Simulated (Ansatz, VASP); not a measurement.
# Zn (Zinc): VASP beside Ansatz

One calculation is typed for both programs; each brings its own data sets. How far apart do they land? The cell is taken from a series of runs on this material, whose earlier steps may have relaxed, scaled, displaced or heated it; both programs get it as it stands.

Method: plane waves, with VASP 6.6.1 beside it; relaxation of cell and atoms at PBEsol, in Ansatz 0.2.0.

## (1) The starting structure

It takes space group P6_3/mmc (No. 194, hexagonal). Conventional cell: a = 2.597 Å, b = 2.597 Å, c = 4.874 Å, α = 90.00°, β = 90.00°, γ = 120.00°. Nearest to Zn lie 12 Zn at 2.60 to 2.86 Å.

As a file:

```cif
data_structure
_symmetry_space_group_name_H-M 'P 1'
_symmetry_Int_Tables_number 1
_cell_length_a 2.5968
_cell_length_b 2.5968
_cell_length_c 4.8745
_cell_angle_alpha 90.000
_cell_angle_beta 90.000
_cell_angle_gamma 120.000
_cell_volume 28.47
loop_
_atom_site_label
_atom_site_type_symbol
_atom_site_fract_x
_atom_site_fract_y
_atom_site_fract_z
_atom_site_occupancy
Zn1 Zn 0.33333 0.66667 0.25000 1
Zn2 Zn 0.66667 0.33333 0.75000 1
```

## (2) Ansatz: relaxation of cell and atoms, PBEsol

Ansatz runs on its PAW soft_1 files.

The relaxed volume is the usual yardstick between codes: in a stiff, nearly cubic crystal its relative difference is about their pressure difference at one cell divided by the bulk modulus.

The input, input.yaml:

```yaml
crystal:
  lattice:
    - [2.5967693102, 0.0, 0.0]
    - [-1.2983846551, 2.2488681904, 0.0]
    - [0.0, 0.0, 4.8744649835]
  atoms:
    - { symbol: Zn, position: [0.3333333333, 0.6666666667, 0.25] }
    - { symbol: Zn, position: [0.6666666667, 0.3333333333, 0.75] }
kpoints:
  mp_grid: { grid: [24, 24, 10] }
hamiltonian:
  xc: pbesol
  pseudopotentials: { kind: paw, azcp: { folder: soft_1 }, xc_functional: pbe }
scf:
  occupations: { method: fermi_dirac, width: 0.15 }
output:
  forces: true
  stress: true
  eigenvalues: true
relax:
  adjacent_minimum: "off"
  f_tol: 0.001
  max_steps: 60
  cell: { stress_tol: 0.01 }
```

The run is started by

```console
> ansatz run input.yaml --threads 4 --pin off --max-ram 15360MiB --backend cpu --events-out ev --progress --plain --runs-dir out
```

Numbers of over 12 decimals in the logs are rounded to 6 here.

The program printed:

```text
Engine: ansatz 0.2.0, aarch64-unknown-linux-gnu
Pseudopotentials: kind: paw
Pseudopotential: Zn, paw, valence charge 12, recommended cutoff 420 eV (normal), soft_1/Zn.paw.azcp
Functional definition: PBEsol
  exchange = pbesol_x
  correlation = pbesol_c
Crystal: 2 atoms, lattice volume = 28.466 Å³
Basis set: ecut = 420 eV, 563 PW (Γ), exchange–correlation on 36×36×72 points (8 copies of the dense FFT grid, shifted against one another)
Bands: 16, of which v1, the nominal top of the filled ones, is band 12 counted from 1 (11 counted from 0)
Symmetry: 24 space group operations
Space group: P63/mmc (ITA 194), of the structure as read, at distance tolerance 3.1e-5 Å
k-points: 366 of 5760
Non-local potential: Zn, projectors of the file, l = 0: 2, l = 1: 2, l = 2: 3, l = 3: 1
PAW form: soft (Blöchl's): semilocal exchange-correlation on the pseudo side does not see the compensation charge
PAW frozen core: Zn, regenerated for the run's functional, and the local potential with it (the file was generated under x = pbe(κ = 0.804, μ = 0.219515), c = pbe(β = 0.066725))
PAW one-centre angular grid: Zn, 590 points (default); XC on 64 Gauss nodes
Initial density: superposition of atomic densities (chi_scale 0.1, normalization cell)
Initial wavefunctions: pseudopotential atomic-orbital guess
Functional: x = pbesol(κ = 0.804, μ = 0.123457), c = pbesol(β = 0.046)
SCF iter   1: F=—  HF=-6562.135769 eV  |F-HF|=—  |Δ(HF+E_count)|=         —  Δρ=6.92e-2  dr2=1.02e0  ethr=3.10e-3  ⟨swp⟩=5.8  Hψ=34720  notcnv=0
preconditioner: auto → none  [metal: Δε(μ)=0.043 eV  Ē_g=12.764 eV  σ=0.150 eV  W_gap=0.07  n_scr=4 (ndim 8)  ℏωp=34.1 eV  f_vac=0.000  D(μ)=0.36/eV (n_scr^D=2)  sad-step TF]
SCF iter   2: F=—  HF=-6561.882948 eV  |F-HF|=—  |Δ(HF+E_count)|=   2.53e-1  Δρ=2.46e-2  dr2=8.25e-2  ethr=3.10e-3  ⟨swp⟩=2.0  Hψ=14464  notcnv=0
SCF iter   3: F=—  HF=-6561.829908 eV  |F-HF|=—  |Δ(HF+E_count)|=   5.30e-2  Δρ=1.10e-2  dr2=2.44e-2  ethr=3.44e-4  ⟨swp⟩=2.0  Hψ=14063  notcnv=0
SCF iter   4: F=—  HF=-6561.827584 eV  |F-HF|=—  |Δ(HF+E_count)|=   2.32e-3  Δρ=5.23e-3  dr2=2.31e-3  ethr=1.02e-4  ⟨swp⟩=2.1  Hψ=9458  notcnv=0
SCF iter   5: F=—  HF=-6561.828556 eV  |F-HF|=—  |Δ(HF+E_count)|=   9.73e-4  Δρ=6.20e-4  dr2=3.30e-5  ethr=9.63e-6  ⟨swp⟩=2.0  Hψ=10258  notcnv=0
SCF iter   6: F=—  HF=-6561.828567 eV  |F-HF|=—  |Δ(HF+E_count)|=   1.05e-5  Δρ=5.86e-5  dr2=3.49e-7  ethr=1.37e-7  ⟨swp⟩=2.0  Hψ=10236  notcnv=0
SCF iter   7: F=-6561.828567 eV  HF=-6561.828567 eV  |F-HF|=3.89e-10  |Δ(HF+E_count)|=   5.13e-8  Δρ=2.77e-6  dr2=9.01e-10  ethr=4.17e-10  ⟨swp⟩=6.7  Hψ=30295  notcnv=0
SCF 1 converged in 7 iterations: F = -6561.828567 eV  dr2 = 9.01e-10
  greatest PAW one-centre occupation: 0.981 electrons in one spin orbital (limit 2), on the Zn atom at site 1 (counted from 0), in its partial waves of l = 2
relax step   1: F+E_penalty+E_count = -6561.82856702 eV  Δ(F+E_penalty+E_count) = +0.000e0 eV  max|allowed force component| = 1.480e-16 eV/Å  Δτ_max = 0.0000 Å  P = +0.066 GPa  Ω = 28.466 Å³  (7 SCF iters, dr2 threshold 1.00e-7 eV, accepted)
[...]
relax step   2: F+E_penalty+E_count = -6561.82858400 eV  Δ(F+E_penalty+E_count) = -1.698e-5 eV  max|allowed force component| = 5.181e-16 eV/Å  Δτ_max = 0.0000 Å  P = +0.035 GPa  Ω = 28.469 Å³  energy of the carried Pulay correction = -3.789e-6 eV  (3 SCF iters, dr2 threshold 5.01e-8 eV, accepted)
[...]
relax step   3: F+E_penalty+E_count = -6561.82863302 eV  Δ(F+E_penalty+E_count) = -4.902e-5 eV  max|allowed force component| = 2.128e-16 eV/Å  Δτ_max = 0.0000 Å  P = +0.055 GPa  Ω = 28.431 Å³  energy of the carried Pulay correction = +1.508e-5 eV  (4 SCF iters, dr2 threshold 2.15e-8 eV, accepted)
[...]
relax step   4: F+E_penalty+E_count = -6561.82861303 eV  Δ(F+E_penalty+E_count) = +1.999e-5 eV  max|allowed force component| = 3.701e-16 eV/Å  Δτ_max = 0.0000 Å  P = -0.039 GPa  Ω = 28.463 Å³  energy of the carried Pulay correction = -6.877e-6 eV  (4 SCF iters, dr2 threshold 7.76e-9 eV, accepted)
[...]
relax step   5: F+E_penalty+E_count = -6561.82862274 eV  Δ(F+E_penalty+E_count) = -9.716e-6 eV  max|allowed force component| = 4.163e-16 eV/Å  Δτ_max = 0.0000 Å  P = -0.000 GPa  Ω = 28.451 Å³  energy of the carried Pulay correction = +1.385e-6 eV  (4 SCF iters, dr2 threshold 5.08e-9 eV, accepted)
[...]
relax step   6: F+E_penalty+E_count = -6561.82861924 eV  Δ(F+E_penalty+E_count) = +3.500e-6 eV  max|allowed force component| = 4.441e-16 eV/Å  Δτ_max = 0.0000 Å  P = -0.001 GPa  Ω = 28.451 Å³  stress off target by 1.52e-3 GPa  SCF on the basis re-selected at this cell (its energy is not comparable with the rows above)  (5 SCF iters)
basis re-selected at this cell: Δ(F+E_penalty+E_count) = +3.500e-6 eV, ΔP = -0.001 GPa vs the last step (what re-selecting the basis moved, of the pressure what is left beyond the Pulay correction that the steps carried, after the strain that the cell walked since its last selection, with what the two solves' SCF thresholds leave and, on support functions, any second-order correction that the steps lacked; it is no m [...]
SCF converged after 5 iterations
Free energy (F): -6561.828619 eV
Harris-Foulkes:  -6561.828619 eV  (|F-HF|=9.09e-13)
Internal energy: -6561.799213 eV  (E = F + TS)
E sigma→0 (E₀):  -6561.813916 eV
Entropy (-TS):   -0.029406 eV (-14.703 meV/atom)
Fermi energy:    11.839684 eV
--- Per-component energies (eV) ---
  E_band       = 112.775684
  E_kinetic    = 296.878177
  E_local      = -3434.307684  (includes V_loc(G=0)·N_el)
  E_nonlocal   = 1635.001859
  E_hartree    = 1275.976436
  E_xc         = -157.037334
  E_vxc        = -104.714542  (∫ρ·V_xc dr)
  E_paw        = -3715.500538  (= ΣΔE_a)
  E_vpaw       = -832.034507  (= ΣTr[D̂ρ^β])
  E_aug_tail   = -0.000501  (compensation charges beyond the density's cutoff)
  E_ewald      = -2464.404339
  E_core_change = 1.594712  (= ΣΔE_core)
  E_smearing   = -0.029406  (= −TS)
  E_closure    = 0.000000  (closes the sum)
  Σ components = -6561.828619   (vs F -6561.828619, Δ=0.00e0)
--- Forces (eV/Å), atoms counted from 1 ---
  atom   1  Zn     0.00000000    -0.00000000    -0.00000000
  atom   2  Zn     0.00000000     0.00000000     0.00000000
  max |Σ_I F_I| component: 3.70e-17 eV/Å
--- Stress (GPa, compression-positive) ---
       -0.001519       0.000000       0.000000
       -0.000000      -0.001519      -0.000000
        0.000000      -0.000000       0.001151
  P = ⅓ Tr σ = -0.0006 GPa (-0.006 kbar)
--- Band table (eV; the first three rows and the last of 366) ---
  k-point 0: bands = [... 8 lower, 4.4741, 4.7039, 4.7039, 7.8159, 8.7990, 25.7216, 29.4106, 30.1903]
  k-point 1: bands = [... 8 lower, 4.4819, 4.7000, 4.7000, 6.9674, 9.7870, 24.5735, 30.2542, 30.2542]
  k-point 2: bands = [... 8 lower, 4.5037, 4.6881, 4.6881, 5.9162, 11.2637, 22.5713, 30.4432, 30.4432]
  k-point 365: bands = [... 8 lower, 4.6911, 4.6911, 12.8017, 12.8017, 13.6955, 13.6955, 14.2968, 14.2968]
--- Relaxed structure (5 steps of the walk, 5 accepted, 1 SCFs on fresh bases) ---
  F+E_penalty+E_count = -6561.82861924 eV   max|allowed force component| = 4.441e-16 eV/Å   (the final SCF, on the basis selected at the relaxed cell)
  cell:  # Å, volume = 28.4511 Å³
    - [2.600120, 0, 0]
    - [-1.300060, 2.251770, 0]
    - [0.0, -1.624411147221762e-19, 4.859396]
  atoms:
    - { symbol: Zn, position: [0.333333, 0.666667, 0.25] }
    - { symbol: Zn, position: [0.666667, 0.333333, 0.75] }
```

The column dr2 measures how far the density is from self-consistency, as an energy; F and HF (Harris–Foulkes) agree once it is small.

## (3) VASP: relaxation of cell and atoms, PBEsol

The same cell, functional, mesh and smearing now go to VASP, with its own data sets.

Lines of VASP's logs that name or quote its potential files are left out, and so is its time.

The input, INCAR:

```
SYSTEM = Zn
PREC = Accurate
ENCUT = 500
EDIFF = 1E-07
NELM = 120
ISMEAR = -1
SIGMA = 0.15
LREAL = .FALSE.
ALGO = Normal
GGA = PS
NBANDS = 18
LORBIT = 11
LWAVE = .FALSE.
LCHARG = .FALSE.
ISIF = 3
IBRION = 2
NSW = 80
EDIFFG = -0.005
LASPH = .TRUE.
GGA_COMPAT = .FALSE.
NELMIN = 4
```

The input, POSCAR:

```
Zn
1.0
    2.5967690000      0.0000000000      0.0000000000
   -1.2983850000      2.2488680000      0.0000000000
    0.0000000000      0.0000000000      4.8744650000
Zn
2
Direct
    0.3333333676      0.6666667950      0.2500000000
    0.6666667010      0.3333334616      0.7500000000
```

The input, KPOINTS:

```
Automatic mesh
0
Gamma
24 24 10
0 0 0
```

Potentials, in the order of the species: Zn (PBE family, release 64).

The run is started by

```console
> mpirun -np 1 vasp_std
```

The program printed:

```text
[banner, memory and clock lines left out]
running    1 mpi-ranks, on    1 nodes
 distrk:  each k-point on    1 cores,    1 groups
 distr:  one band on    1 cores,    1 groups

 POSCAR found type information on POSCAR Zn
 POSCAR found :  1 types and       2 ions
|                                                                             |
|               ----> ADVICE to this user running VASP <----                  |
|                                                                             |
|     You enforced a specific xc type in the INCAR file but a different       |
|     [... a line on the potential file left out ...]
|     I HOPE YOU KNOW WHAT YOU ARE DOING!                                     |
|                                                                             |

 LDA part: xc-table for (Slater+PW92), standard interpolation
 POSCAR, INCAR and KPOINTS ok, starting setup
 FFT: planning ... GRIDC
 FFT: planning ... GRID_SOFT
 FFT: planning ... GRID
 WAVECAR not read
 entering main loop
       N       E                     dE             d eps       ncg     rms          rms(c)
DAV:   1     0.104403601235E+03    0.10440E+03   -0.12211E+04 13632   0.209E+03
DAV:   2     0.562478183154E+00   -0.10384E+03   -0.10089E+03 13244   0.293E+02
DAV:   3    -0.349766498298E+01   -0.40601E+01   -0.40453E+01 14918   0.667E+01
DAV:   4    -0.351816651074E+01   -0.20502E-01   -0.20496E-01 14416   0.477E+00
DAV:   5    -0.351819230961E+01   -0.25799E-04   -0.25799E-04 14302   0.152E-01    0.481E+00
DAV:   6    -0.320737747429E+01    0.31081E+00   -0.13174E+00 14162   0.252E+01    0.339E+00
DAV:   7    -0.319178291091E+01    0.15595E-01   -0.47170E-02 16904   0.389E+00    0.176E+00
DAV:   8    -0.318416401228E+01    0.76189E-02   -0.21932E-03 17778   0.716E-01    0.571E-02
DAV:   9    -0.318412142716E+01    0.42585E-04   -0.25926E-04 17862   0.226E-01    0.323E-02
DAV:  10    -0.318412575710E+01   -0.43299E-05   -0.21797E-05 13644   0.427E-02    0.282E-03
DAV:  11    -0.318412561100E+01    0.14611E-06   -0.57821E-07 14460   0.118E-02    0.220E-03
DAV:  12    -0.318412533013E+01    0.28087E-06   -0.11617E-08  7376   0.200E-03    0.531E-04
DAV:  13    -0.318412534368E+01   -0.13551E-07   -0.10266E-08  7014   0.182E-03
   1 F= -.31841253E+01 E0= -.31696499E+01  d E =-.318413E+01
[...]
2 F= -.31844413E+01 E0= -.31696869E+01  d E =-.315911E-03
[...]
3 F= -.31844584E+01 E0= -.31697570E+01  d E =-.333027E-03
[...]
4 F= -.31844787E+01 E0= -.31697325E+01  d E =-.203145E-04
 ZBRENT: can't locate minimum, use default step
 trial-energy change:   -0.000020  1 .order   -0.000021   -0.000023   -0.000019
 step:   3.8532(harm=  6.2930)  dis= 0.00000  next Energy=    -3.184533 (dE=-0.742E-04)
 bond charge predicted
       N       E                     dE             d eps       ncg     rms          rms(c)
DAV:   1    -0.318587600115E+01   -0.13973E-02   -0.23744E-02 15012   0.169E+00    0.240E-01
DAV:   2    -0.318488887277E+01    0.98713E-03   -0.20401E-03 16788   0.912E-01    0.124E-01
DAV:   3    -0.318456952939E+01    0.31934E-03   -0.19196E-04 17226   0.228E-01    0.528E-02
DAV:   4    -0.318451352189E+01    0.56008E-04   -0.81748E-05 17708   0.135E-01    0.901E-03
DAV:   5    -0.318451418296E+01   -0.66108E-06   -0.12430E-05 13974   0.442E-02    0.287E-03
DAV:   6    -0.318451408372E+01    0.99243E-07   -0.11020E-06 13688   0.190E-02    0.729E-04
DAV:   7    -0.318451405053E+01    0.33187E-07   -0.28718E-08  6928   0.306E-03
   5 F= -.31845141E+01 E0= -.31696254E+01  d E =-.556799E-04
 curvature:  -2.56 expect dE=-0.330E-05 dE for cont linesearch -0.326E-05
 trial: gam=-0.17074 g(F)=  0.703E-44 g(S)=  0.129E-05 ort = 0.556E-05 (trialstep = 0.154E+01)
 search vector abs. value=  0.976E-07
 reached required accuracy - stopping structural energy minimisation
```

OUTCAR, selected parts (step 3):

```text
ion  position               nearest neighbor table
   1  0.333  0.667  0.250-   2 2.86   2 2.86   2 2.86   2 2.86   2 2.86   2 2.86
   2  0.667  0.333  0.750-   1 2.86   1 2.86   1 2.86   1 2.86   1 2.86   1 2.86

  LATTYP: Found a hexagonal cell.
 ALAT       =     2.5967690000
 C/A-ratio  =     1.8771269220

 Subroutine GETGRP returns: Found 24 space group operations
 (whereof 12 operations were pure point group operations)

The static configuration has the point symmetry D_3d.
 The point group associated with its full space group is D_6h.

 Found    366 irreducible k-points:

   k-points           NKPTS =    366   k-points in BZ     NKDIM =    366   number of bands    NBANDS=     18

   dimension x,y,z NGX =    20 NGY =   20 NGZ =   36
   dimension x,y,z NGXF=    40 NGYF=   40 NGZF=   72

   ENCUT  =  500.0 eV  36.75 Ry    6.06 a.u.   4.73  4.73  8.89*2*pi/ulx,y,z

   NELECT =      24.0000    total number of electrons

 k-points in reciprocal lattice and weights: Automatic mesh
   0.00000000  0.00000000  0.00000000       0.000
   0.04166667 -0.00000000  0.00000000       0.001
   0.08333333  0.00000000  0.00000000       0.001
   0.12500000  0.00000000  0.00000000       0.001
   0.16666667 -0.00000000  0.00000000       0.001
   0.20833333 -0.00000000  0.00000000       0.001
   0.25000000  0.00000000  0.00000000       0.001
   0.29166667 -0.00000000  0.00000000       0.001
   0.33333333 -0.00000000  0.00000000       0.001
[...]
0.33333333  0.29166667  0.50000000       0.002
   0.33333333  0.33333333  0.50000000       0.000

 average (electrostatic) potential at core
       1 -36.4361       2 -36.4361

 E-fermi :   3.3864

 k-point     1 :       0.0000    0.0000    0.0000
  band No.  band energies     occupation
    ...
      9      -3.9951      2.00000
     10      -3.7670      2.00000
     11      -3.7670      2.00000
     12      -0.6059      2.00000
     13       0.3378      2.00000
     14      17.3649      0.00000
     15      21.1250      0.00000
     16      21.7444      0.00000
     17      21.7444      0.00000
     18      23.2377      0.00000

 k-point     2 :       0.0417   -0.0000    0.0000
  band No.  band energies     occupation
    ...
      9      -4.0006      2.00000
     10      -3.8056      2.00000
     11      -3.7664      2.00000
     12      -0.5122      2.00000
     13       0.3637      2.00000
     14      17.4256      0.00000
     15      20.4775      0.00000
     16      21.0970      0.00000
     17      21.1510      0.00000
     18      22.4887      0.00000

 k-point     3 :       0.0833    0.0000    0.0000
  band No.  band energies     occupation
    ...
      9      -4.0163      2.00000
     10      -3.9015      2.00000
     11      -3.7648      2.00000
     12      -0.2449      2.00000
     13       0.4439      2.00000
     14      17.6042      0.00000
     15      18.4680      0.00000
     16      20.0502      0.00000
     17      21.0343      0.00000
     18      21.9412      0.00000

  Total        0.0022543      0.0022543     -0.0065800     -0.0000000     -0.0000000      0.0000000
  in kB        0.1263308      0.1263309     -0.3687351     -0.0000000     -0.0000000      0.0000000
  external PRESSURE =      -0.0386911 kB  Pullay stress =       0.0000000 kB

  energy-cutoff  :      500.00
  volume of cell :       28.59
      direct lattice vectors                 reciprocal lattice vectors
     2.605209892 -0.000000002  0.000000000     0.383846232  0.221613803 -0.000000000
    -1.302605449  2.256178029 -0.000000000     0.000000000  0.443227435 -0.000000000
    -0.000000000  0.000000000  4.864130863     0.000000000  0.000000000  0.205586574

 POSITION                                       TOTAL-FORCE (eV/Angst)
 -----------------------------------------------------------------------------------
     -0.00000      1.50412      1.21603         0.000000      0.000000      0.000000
      1.30260      0.75206      3.64810        -0.000000     -0.000000      0.000000
 -----------------------------------------------------------------------------------
    total drift:                                0.000009     -0.000042     -0.000001

  FREE ENERGIE OF THE ION-ELECTRON SYSTEM (eV)
  ---------------------------------------------------
  free  energy   TOTEN  =        -3.1845140505 eV

  energy  without entropy=       -3.1547368051  energy(sigma->0) =       -3.16962543

 reached required accuracy - stopping structural energy minimisation

 total charge
# of ion       s       p       d       tot
------------------------------------------
    1        0.603   0.494   9.723  10.821
    2        0.603   0.494   9.723  10.821
--------------------------------------------------
tot          1.207   0.988  19.446  21.641

[... 3 further parts left out ...]
```

The run keeps the 24 symmetry operations of its start, so it cannot find a distortion of lower symmetry.

## (4) Differences

Known differences besides the potentials themselves: the cutoff is 420 eV in Ansatz and 500 eV in VASP; Ansatz makes its cores anew for this functional, VASP keeps those of its PBE data sets; Ansatz adds a Pulay correction to the stress that steers its cell, VASP none. Total energies have different zeros and are not compared.

The two programs side by side:

```
                                         quantity  Ansatz   VASP  difference
                                      volume (Å³)   28.45  28.59     -0.49 %
edge a after relaxation, in the typed setting (Å)   2.600  2.605     -0.20 %
edge c after relaxation, in the typed setting (Å)   4.859  4.864     -0.10 %
```

## (5) What came out

| Item | Value |
| --- | --- |
| difference in volume (relaxation of cell and atoms, PBEsol) | -0.49 % |

What this shows: The difference in volume is -0.49 % (relaxation of cell and atoms, PBEsol), within the 1.2 % picked in this series as the mark of a large difference, as far as the stopping tolerances let one tell. Such differences can come from data sets, numerical settings and the points named under the comparisons, not from the functional's error against experiment.

[Lines on the potential files, build, host, timing and source positions are cut from VASP's logs without a mark.]

[Logs are printed without paths, hosts, clocks, repeated set-up lines and the standing remarks that a program may print on its own settings, such as how far it seeks lower states.]

[Hosts, paths, dates, database ids (printed as entryN), source tags and the programs' standing remarks are cut or masked in the printed files.]
